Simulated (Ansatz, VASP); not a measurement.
## Co (Co strained to the junction's net): VASP beside Ansatz

Aim: how closely do two programs agree when they are given the same cell, functional and k mesh? The structure shown is the end of the Ansatz relaxation below.

Calculated with Ansatz 0.2.0; plane waves, with VASP 6.6.1 beside it; single point at PBE.

## Step 1: Set-up

Symmetry: P6_3/mmc, No. 194, hexagonal system. The conventional cell has a = 2.490 Å, b = 2.490 Å, c = 4.040 Å, α = 90.00°, β = 90.00°, γ = 120.00°. Nearest to Co lie 12 Co at 2.48 to 2.49 Å.

## Step 2: Ansatz: relaxation, PBE

Ansatz runs on its default PAW (the set named soft_2) files.

This run makes the geometry at which the two programs are then compared.

Contents of input.yaml:

```yaml
crystal:
  lattice:
    - [2.49, 0.0, 0.0]
    - [-1.245, 2.1564032554, 0.0]
    - [0.0, 0.0, 4.03]
  atoms:
    - { symbol: Co, position: [0.0, 0.0, 0.0], spin: 1.7 }
    - { symbol: Co, position: [0.3333333333, 0.6666666667, 0.5], spin: 1.7 }
magnetization:
  spin_polarized: true
kpoints:
  mp_grid: { grid: [18, 18, 8] }
scf:
  occupations: { method: fermi_dirac, width: 0.1 }
  max_iter: 150
hamiltonian:
  xc: pbe
relax:
  f_tol: 0.01
  max_steps: 40
  cell: { fix: [a, b, angles] }
```

The run is started by

```bash
ansatz run input.yaml --threads 4 --pin off --max-ram 10240MiB --backend cpu --events-out ev --progress --plain --runs-dir out
```

Numbers of over 12 decimals in the logs are rounded to 6 here.

Output:

```text
Engine: ansatz 0.2.0, aarch64-unknown-linux-gnu
Pseudopotentials: kind: paw
Pseudopotential: Co, paw, valence charge 17, recommended cutoff 420 eV (normal), Co.paw.azcp
Functional definition: PBE
  parameter kappa = 0.804
  parameter beta = 0.066725
  exchange = pbe_x(kappa = kappa, mu = beta*pi^2/3)
  correlation = pbe_c(beta = beta)
Crystal: 2 atoms, lattice volume = 21.639 Å³
Basis set: ecut = 420 eV, 391 PW (Γ), exchange–correlation on 36×36×54 points (8 copies of the dense FFT grid, shifted against one another)
Bands: 23, of which v1, the nominal top of the filled ones, is band 17 counted from 1 (16 counted from 0)
Symmetry: 24 space group operations
Space group: P63/mmc (ITA 194), of the structure as read, at distance tolerance 2.8e-5 Å
Magnetic group: BNS 194.263 (UNI 1493), of the structure as read, at distance tolerance 2.8e-5 Å
k-points: 185 of 2592
Non-local potential: Co, projectors of the file, l = 0: 3, l = 1: 2, l = 2: 3, l = 3: 1
PAW form: soft (Blöchl's): semilocal exchange-correlation on the pseudo side does not see the compensation charge
PAW one-centre angular grid: Co, 590 points (default); XC on 64 Gauss nodes
Initial density: superposition of atomic densities (chi_scale 0.1, normalization cell)
Starting moments: Σ|m| = 3.4 μB on 2 of 2 sites
Initial wavefunctions: pseudopotential atomic-orbital guess
Functional: x = pbe(κ = 0.804, μ = 0.219515), c = pbe(β = 0.066725)
SCF iter   1: F=—  HF=-10251.700680 eV  |F-HF|=—  |Δ(HF+E_count)|=         —  Δρ=1.02e-1 (↑3.65e-2 ↓1.02e-1)  dr2=2.38e0  dr2_m=2.18e-1  M=3.249 μB ∫|m|=3.381 μB  β_m=0.30  ethr=3.10e-3  ⟨swp⟩=4.8  Hψ=31144  notcnv=0
Mixer restart at iter 1: flushing history
preconditioner: auto → none  [metal: Δε(μ)=0.007 eV  Ē_g=9.111 eV  σ=0.100 eV  W_gap=0.02  n_scr=8 (ndim 8)  ℏωp=33.9 eV  f_vac=0.000  D(μ)=2.06/eV (n_scr^D=22)  sad-step TF]
SCF iter   2: F=—  HF=-10250.965972 eV  |F-HF|=—  |Δ(HF+E_count)|=   7.35e-1  Δρ=4.52e-2 (↑2.05e-2 ↓4.52e-2)  dr2=1.53e-1  dr2_m=1.99e-1  M=3.293 μB ∫|m|=3.466 μB  β_m=0.37  ethr=3.10e-3  ⟨swp⟩=2.6  Hψ=16223  notcnv=0  defer=40
SCF iter   3: F=—  HF=-10251.614799 eV  |F-HF|=—  |Δ(HF+E_count)|=         —  Δρ=3.07e-2 (↑3.07e-2 ↓1.97e-2)  dr2=1.21e-2  dr2_m=1.23e-1  M=3.338 μB ∫|m|=3.569 μB  β_m=0.37  ethr=4.50e-4  ⟨swp⟩=2.0  Hψ=10948  notcnv=0  defer=40
Mixer restart at iter 3: flushing history
SCF iter   4: F=—  HF=-10251.954531 eV  |F-HF|=—  |Δ(HF+E_count)|=   3.40e-1  Δρ=1.95e-2 (↑1.95e-2 ↓9.65e-3)  dr2=1.07e-2  dr2_m=4.17e-2  M=3.298 μB ∫|m|=3.556 μB  β_m=0.64  ethr=3.57e-5  ⟨swp⟩=2.4  Hψ=16922  notcnv=0  defer=40
SCF iter   5: F=—  HF=-10252.311261 eV  |F-HF|=—  |Δ(HF+E_count)|=   3.57e-1  Δρ=2.38e-3 (↑2.38e-3 ↓2.38e-3)  dr2=2.89e-3  dr2_m=3.44e-4  M=3.225 μB ∫|m|=3.536 μB  β_m=0.82  ethr=3.15e-5  ⟨swp⟩=2.0  Hψ=17427  notcnv=0  defer=40
SCF iter   6: F=—  HF=-10252.332609 eV  |F-HF|=—  |Δ(HF+E_count)|=   2.13e-2  Δρ=2.92e-3 (↑2.55e-3 ↓2.92e-3)  dr2=3.69e-3  dr2_m=2.77e-5  M=3.207 μB ∫|m|=3.531 μB  β_m=0.54  ethr=8.51e-6  ⟨swp⟩=1.7  Hψ=12198  notcnv=0  defer=40
SCF iter   7: F=—  HF=-10252.332618 eV  |F-HF|=—  |Δ(HF+E_count)|=   9.19e-6  Δρ=7.72e-4 (↑4.46e-4 ↓7.72e-4)  dr2=1.64e-4  dr2_m=2.18e-5  M=3.206 μB ∫|m|=3.531 μB  β_m=0.77  ethr=8.51e-6  ⟨swp⟩=2.3  Hψ=11495  notcnv=0  defer=40
SCF iter   8: F=—  HF=-10252.333108 eV  |F-HF|=—  |Δ(HF+E_count)|=   4.90e-4  Δρ=6.13e-4 (↑4.25e-4 ↓6.13e-4)  dr2=1.41e-4  dr2_m=5.14e-6  M=3.203 μB ∫|m|=3.530 μB  β_m=0.89  ethr=4.83e-7  ⟨swp⟩=2.4  Hψ=12904  notcnv=0  defer=40
SCF iter   9: F=—  HF=-10252.333241 eV  |F-HF|=—  |Δ(HF+E_count)|=   1.33e-4  Δρ=3.02e-5 (↑1.45e-5 ↓3.02e-5)  dr2=2.78e-7  dr2_m=2.43e-8  M=3.201 μB ∫|m|=3.529 μB  β_m=0.84  ethr=4.13e-7  ⟨swp⟩=2.0  Hψ=11966  notcnv=0  defer=40
SCF iter  10: F=—  HF=-10252.333242 eV  |F-HF|=—  |Δ(HF+E_count)|=   5.35e-7  Δρ=6.68e-6 (↑4.21e-6 ↓6.68e-6)  dr2=5.13e-9  dr2_m=5.77e-10  M=3.202 μB ∫|m|=3.529 μB  β_m=0.83  ethr=8.18e-10  ⟨swp⟩=2.0  Hψ=15166  notcnv=0  defer=40
SCF iter  11: F=-10252.333242 eV  HF=-10252.333242 eV  |F-HF|=6.83e-9  |Δ(HF+E_count)|=  7.64e-10  Δρ=5.56e-6 (↑3.45e-6 ↓5.56e-6)  dr2=8.86e-9  dr2_m=2.85e-10  M=3.202 μB ∫|m|=3.529 μB  ethr=1.51e-11  ⟨swp⟩=1.5  Hψ=22452  notcnv=0
SCF 1 converged in 11 iterations: F = -10252.333242 eV  dr2 = 8.86e-9
  greatest PAW one-centre occupation: 1.001 electrons in one spin orbital (limit 2), on the Co atom at site 1 (counted from 0), in its partial waves of l = 1
relax step   1: F+E_penalty+E_count = -10252.33324182 eV  Δ(F+E_penalty+E_count) = +0.000e0 eV  max|allowed force component| = 2.313e-18 eV/Å  Δτ_max = 0.0000 Å  P = +0.866 GPa  Ω = 21.639 Å³  fix = [a, b, alpha, beta, gamma]  reactions: a +0.770, b +0.770 GPa  (11 SCF iters, dr2 threshold 1.00e-7 eV, accepted)
[...]
relax step   2: F+E_penalty+E_count = -10252.33334312 eV  Δ(F+E_penalty+E_count) = -1.013e-4 eV  max|allowed force component| = 4.626e-17 eV/Å  Δτ_max = 0.0000 Å  P = +0.610 GPa  Ω = 21.665 Å³  energy of the carried Pulay correction = -2.951e-5 eV  fix = [a, b, alpha, beta, gamma]  reactions: a +0.630, b +0.630 GPa  (6 SCF iters, dr2 threshold 2.00e-7 eV, accepted)
[...]
relax step   3: F+E_penalty+E_count = -10252.33336242 eV  Δ(F+E_penalty+E_count) = -1.930e-5 eV  max|allowed force component| = 3.701e-17 eV/Å  Δτ_max = 0.0000 Å  P = +0.312 GPa  Ω = 21.695 Å³  energy of the carried Pulay correction = -6.402e-5 eV  fix = [a, b, alpha, beta, gamma]  reactions: a +0.466, b +0.466 GPa  (6 SCF iters, dr2 threshold 2.00e-7 eV, accepted)
[...]
relax step   4: F+E_penalty+E_count = -10252.33343105 eV  Δ(F+E_penalty+E_count) = -6.863e-5 eV  max|allowed force component| = 3.701e-17 eV/Å  Δτ_max = 0.0000 Å  P = +0.316 GPa  Ω = 21.695 Å³  fix = [a, b, alpha, beta, gamma]  reactions: a +0.468, b +0.468 GPa  stress off target by 1.16e-2 GPa on what of the cell is left free  SCF on the basis re-selected at this cell (its energy is not comparable with the rows above)  (7 SCF iters)
basis re-selected at this cell: Δ(F+E_penalty+E_count) = -6.863e-5 eV, ΔP = +0.004 GPa vs the last step (what re-selecting the basis moved, of the pressure what is left beyond the Pulay correction that the steps carried, after the strain that the cell walked since its last selection, with what the two solves' SCF thresholds leave and, on support functions, any second-order correction that the steps lacked; it is no measure of the basis error at this ecutwfc). The dense FFT grid was sized anew with the basis: this SCF ran on 18×18×30 points, the steps before it on 18×18×27, so part of this shift can come from that change (see relax.cell in the input reference). [rest of the remark cut]
SCF converged after 7 iterations
Magnetization: 3.2068 μB (18.6034 up, 15.3966 down)
Absolute magnetization: 3.5370 μB (∫|ρ↑−ρ↓|, with the PAW one-centre terms)
Spin contamination: 0.0563 ħ² per cell (⟨S²⟩ above its minimum at these occupations)
Per-site moments (μB) at R_I (Å): [(1.678930, 1.022798), (1.678930, 1.022798)]
Free energy (F): -10252.333431 eV
Harris-Foulkes:  -10252.333431 eV  (|F-HF|=0.00e0)
Internal energy: -10252.273536 eV  (E = F + TS)
E sigma→0 (E₀):  -10252.303484 eV
Entropy (-TS):   -0.059895 eV (-29.948 meV/atom)
Fermi energy:    18.707747 eV
--- Per-component energies (eV) ---
  E_band       = -487.571493
  E_kinetic    = 907.319068
  E_local      = -5664.344078  (includes V_loc(G=0)·N_el)
  E_nonlocal   = 908.266662
  E_hartree    = 2374.309875
  E_xc         = -318.030812
  E_vxc        = -410.401201  (∫ρ·V_xc dr)
  E_paw        = -3030.300826  (= ΣΔE_a)
  E_vpaw       = -977.031940  (= ΣTr[D̂ρ^β])
  E_aug_tail   = 0.000165  (compensation charges beyond the density's cutoff)
  E_ewald      = -5429.493589
  E_smearing   = -0.059895  (= −TS)
  E_closure    = 0.000000  (closes the sum)
  Σ components = -10252.333431   (vs F -10252.333431, Δ=0.00e0)
--- Forces (eV/Å), atoms counted from 1 ---
  atom   1  Co    -0.00000000     0.00000000     0.00000000
  atom   2  Co     0.00000000    -0.00000000     0.00000000
  max |Σ_I F_I| component: 4.63e-18 eV/Å
--- Stress (GPa, compression-positive) ---
        0.467618      -0.000000       0.000000
       -0.000000       0.467618       0.000000
        0.000000       0.000000       0.011575
  P = ⅓ Tr σ = 0.3156 GPa (3.156 kbar)
--- Relaxed structure (3 steps of the walk, 3 accepted, 1 SCFs on fresh bases) ---
  F+E_penalty+E_count = -10252.33343105 eV   max|allowed force component| = 3.701e-17 eV/Å   (the final SCF, on the basis selected at the relaxed cell)
  cell:  # Å, volume = 21.6949 Å³
    - [2.490000, 0, 0.0]
    - [-1.245000, 2.156403, 0.0]
    - [0.0, 0.0, 4.040432]
  atoms:
    - { symbol: Co, position: [9.251858539620035e-18, -5.08852219630634e-17, 0.0] }
    - { symbol: Co, position: [0.333333, 0.666667, 0.5] }
```

## Step 3: VASP: single point, PBE

The same cell, functional, mesh and smearing now go to VASP, with its own data sets.

Lines of VASP's logs that name or quote its potential files are left out, and so is its time.

Contents of INCAR:

```
SYSTEM = Co
PREC = Accurate
ENCUT = 600
EDIFF = 1E-06
NELM = 200
ISMEAR = -1
SIGMA = 0.1
LREAL = .FALSE.
ALGO = Normal
GGA = PE
NBANDS = 18
ISPIN = 2
MAGMOM = 1.68 1.68
LASPH = .TRUE.
LMAXMIX = 4
LORBIT = 11
LWAVE = .FALSE.
LCHARG = .FALSE.
ISIF = 2
GGA_COMPAT = .FALSE.
KPAR = 2
```

Contents of POSCAR:

```
Co
1.0
    2.4900000000      0.0000000000      0.0000000000
   -1.2450000000      2.1564032554      0.0000000000
    0.0000000000      0.0000000000      4.0404316591
Co
2
Direct
    0.0000000000      0.0000000000      0.0000000000
    0.3333333333      0.6666666667      0.5000000000
```

Contents of KPOINTS:

```
Automatic mesh
0
Gamma
18 18 8
0 0 0
```

The projector-augmented-wave data sets are Co (PBE family, release 64).

The run is started by

```bash
mpirun -np 2 vasp_std
```

Output:

```text
[banner, memory and clock lines left out]
running    2 mpi-ranks, on    1 nodes
 distrk:  each k-point on    1 cores,    2 groups
 distr:  one band on    1 cores,    1 groups

 POSCAR found type information on POSCAR Co
 POSCAR found :  1 types and       2 ions
 LDA part: xc-table for (Slater+PW92), standard interpolation
 POSCAR, INCAR and KPOINTS ok, starting setup
 FFT: planning ... GRIDC
 FFT: planning ... GRID_SOFT
 FFT: planning ... GRID
 WAVECAR not read
 entering main loop
       N       E                     dE             d eps       ncg     rms          rms(c)
DAV:   1     0.917370787162E+02    0.91737E+02   -0.84920E+03 13808   0.143E+03
DAV:   2    -0.120784675638E+02   -0.10382E+03   -0.94410E+02 13364   0.243E+02
DAV:   3    -0.161744819247E+02   -0.40960E+01   -0.39377E+01 14752   0.622E+01
DAV:   4    -0.162450490967E+02   -0.70567E-01   -0.70503E-01 17072   0.682E+00
DAV:   5    -0.162467814084E+02   -0.17323E-02   -0.17321E-02 15392   0.958E-01    0.148E+01
DAV:   6    -0.145359251637E+02    0.17109E+01   -0.92336E+00 14210   0.633E+01    0.737E+00
DAV:   7    -0.141307622945E+02    0.40516E+00   -0.14427E+00 15386   0.233E+01    0.377E+00
DAV:   8    -0.141151021933E+02    0.15660E-01   -0.19092E-02 17394   0.145E+00    0.186E+00
DAV:   9    -0.140999367349E+02    0.15165E-01   -0.35759E-03 20634   0.105E+00    0.607E-01
DAV:  10    -0.141003560882E+02   -0.41935E-03   -0.72943E-04 18478   0.384E-01    0.249E-01
DAV:  11    -0.141003108465E+02    0.45242E-04   -0.16396E-04 18792   0.201E-01    0.275E-02
DAV:  12    -0.141003079788E+02    0.28678E-05   -0.11642E-05 13980   0.307E-02    0.156E-02
DAV:  13    -0.141003074529E+02    0.52588E-06   -0.17448E-06 11172   0.192E-02
   1 F= -.14100307E+02 E0= -.14069933E+02  d E =-.607495E-01  mag=     3.1931
```

From OUTCAR (step 3):

```text
ion  position               nearest neighbor table
   1  0.000  0.000  0.000-   2 2.48   2 2.48   2 2.48   2 2.48   2 2.48   2 2.48
   2  0.333  0.667  0.500-   1 2.48   1 2.48   1 2.48   1 2.48   1 2.48   1 2.48

  LATTYP: Found a hexagonal cell.
 ALAT       =     2.4900000000
 C/A-ratio  =     1.6226633169

 Subroutine GETGRP returns: Found 24 space group operations
 (whereof 12 operations were pure point group operations)

The static configuration has the point symmetry D_3h.
 The point group associated with its full space group is D_6h.

 Found    185 irreducible k-points:

   k-points           NKPTS =    185   k-points in BZ     NKDIM =    185   number of bands    NBANDS=     18

   dimension x,y,z NGX =    20 NGY =   20 NGZ =   32
   dimension x,y,z NGXF=    40 NGYF=   40 NGZF=   64

   ENCUT  =  600.0 eV  44.10 Ry    6.64 a.u.   4.97  4.97  8.07*2*pi/ulx,y,z

   NELECT =      18.0000    total number of electrons

 k-points in reciprocal lattice and weights: Automatic mesh
   0.00000000  0.00000000  0.00000000       0.000
   0.05555556  0.00000000  0.00000000       0.002
   0.11111111  0.00000000  0.00000000       0.002
   0.16666667  0.00000000  0.00000000       0.002
   0.22222222 -0.00000000  0.00000000       0.002
   0.27777778  0.00000000  0.00000000       0.002
   0.33333333  0.00000000  0.00000000       0.002
   0.38888889  0.00000000  0.00000000       0.002
   0.44444444 -0.00000000  0.00000000       0.002
[...]
0.33333333  0.27777778  0.50000000       0.005
   0.33333333  0.33333333  0.50000000       0.001

 average (electrostatic) potential at core
       1 -78.2882       2 -78.2882

 E-fermi :  10.2621

 spin component 1
 k-point     1 :       0.0000    0.0000    0.0000
  band No.  band energies     occupation
    ...
      8       8.3422      1.00000
      9       8.3422      1.00000
     10       9.4289      0.99976
     11       9.4289      0.99976
     12      10.1482      0.75746
     13      16.5707      0.00000
     14      32.2815      0.00000
     15      34.8764      0.00000
     16      34.8764      0.00000
     17      35.3691      0.00000
    ...

 k-point     2 :       0.0556    0.0000    0.0000
  band No.  band energies     occupation
    ...
      7       8.0335      1.00000
      8       8.2866      1.00000
      9       8.3099      1.00000
     10       8.9374      1.00000
     11       9.4428      0.99972
     12      10.7682      0.00630
     13      16.5892      0.00000
     14      31.4782      0.00000
     15      33.2601      0.00000
     16      33.5896      0.00000
    ...

 k-point     3 :       0.1111    0.0000    0.0000
  band No.  band energies     occupation
    ...
      7       7.9977      1.00000
      8       8.1650      1.00000
      9       8.2218      1.00000
     10       8.4757      1.00000
     11       9.4778      0.99961
     12      11.7398      0.00000
     13      16.6492      0.00000
     14      29.1876      0.00000
     15      31.9224      0.00000
     16      32.4190      0.00000
    ...

 k-point     4 :       0.1667    0.0000    0.0000
  band No.  band energies     occupation
    ...
      7       8.1145      1.00000
      8       8.1487      1.00000
      9       8.2937      1.00000
     10       8.3711      1.00000
     11       9.5211      0.99939
     12      12.8251      0.00000
     13      16.7629      0.00000
     14      26.6040      0.00000
     15      30.3520      0.00000
     16      31.8131      0.00000
    ...

 k-point     5 :       0.2222   -0.0000    0.0000
  band No.  band energies     occupation
    ...
      7       8.1575      1.00000
      8       8.4124      1.00000
      9       8.4140      1.00000
     10       8.6325      1.00000
     11       9.5622      0.99909
     12      14.0006      0.00000
     13      16.9425      0.00000
     14      24.0841      0.00000
     15      28.9240      0.00000
     16      31.0869      0.00000
    ...

 k-point     6 :       0.2778    0.0000    0.0000
  band No.  band energies     occupation
    ...
      7       8.0282      1.00000
      8       8.7476      1.00000
      9       8.7728      1.00000
     10       8.9237      1.00000
     11       9.5956      0.99873
     12      15.2552      0.00000
     13      17.1637      0.00000
     14      21.7636      0.00000
     15      27.6696      0.00000
     16      29.2280      0.00000
    ...

  Total       -0.0413742     -0.0413742     -0.1187629      0.0000000      0.0000000     -0.0000000
  in kB       -3.0555036     -3.0555036     -8.7707037      0.0000000      0.0000000     -0.0000000
  external PRESSURE =      -4.9605703 kB  Pullay stress =       0.0000000 kB

  energy-cutoff  :      600.00
  volume of cell :       21.69
      direct lattice vectors                 reciprocal lattice vectors
     2.490000000  0.000000000  0.000000000     0.401606426  0.231867578  0.000000000
    -1.245000000  2.156403255  0.000000000     0.000000000  0.463735156  0.000000000
     0.000000000  0.000000000  4.040431659     0.000000000  0.000000000  0.247498308

 POSITION                                       TOTAL-FORCE (eV/Angst)
 -----------------------------------------------------------------------------------
      0.00000      0.00000      0.00000         0.000000      0.000000      0.000000
     -0.00000      1.43760      2.02022        -0.000000      0.000000      0.000000
 -----------------------------------------------------------------------------------
    total drift:                               -0.000000      0.000000     -0.000000

  FREE ENERGIE OF THE ION-ELECTRON SYSTEM (eV)
  ---------------------------------------------------
  free  energy   TOTEN  =       -14.1003074529 eV

  energy  without entropy=      -14.0395579887  energy(sigma->0) =      -14.06993272

 total charge
# of ion       s       p       d       tot
------------------------------------------
    1        0.488   0.521   7.264   8.273
    2        0.488   0.521   7.264   8.273
--------------------------------------------------
tot          0.977   1.041  14.529  16.547

 magnetization (x)
# of ion       s       p       d       tot
------------------------------------------
    1       -0.015  -0.054   1.686   1.617
    2       -0.015  -0.054   1.686   1.617
--------------------------------------------------
tot         -0.030  -0.108   3.371   3.233

[... 6 further parts left out ...]
```

The run ends at a pressure of -0.50 GPa.

## Step 4: Differences

Known differences besides the potentials themselves: VASP starts from the moments at which Ansatz ended; the data sets hold 34 valence electrons in Ansatz (on its default PAW (the set named soft_2) files) and 18 in VASP; the cutoff is 420 eV in Ansatz and 600 eV in VASP; Ansatz's pressure holds a Pulay correction, VASP's none; site moments are counted in spheres of each program's own size. Total energies have different zeros and are not compared.

Compared:

```
          quantity  Ansatz   VASP  difference
    pressure (GPa)    0.32  -0.50       +0.81
 total moment (μB)    3.21   3.19       +0.01
moment on Co1 (μB)    1.68   1.62       +0.06
moment on Co2 (μB)    1.68   1.62       +0.06
```

## Step 5: What came out

```yaml
difference_in_total_moment_single_point_pbe: 0.014 μB
difference_in_pressure_single_point_pbe: 0.81 GPa
```

In words: The difference in pressure is 0.81 GPa (single point, PBE), within the 1 GPa picked in this series as the mark of a large difference. The data sets hold unlike numbers of valence electrons (34 in Ansatz and 18 in VASP), so part of the differences comes from the potentials. How closely two codes agree says nothing of how well the functional describes the real material.

[Lines on the potential files, build, host, timing and source positions are cut from VASP's logs without a mark.]

[Logs are printed without paths, hosts, clocks, repeated set-up lines and the standing remarks that a program may print on its own settings, such as how far it seeks lower states.]

[Hosts, paths, dates, database ids (printed as entryN), source tags and the programs' standing remarks are cut or masked in the printed files.]
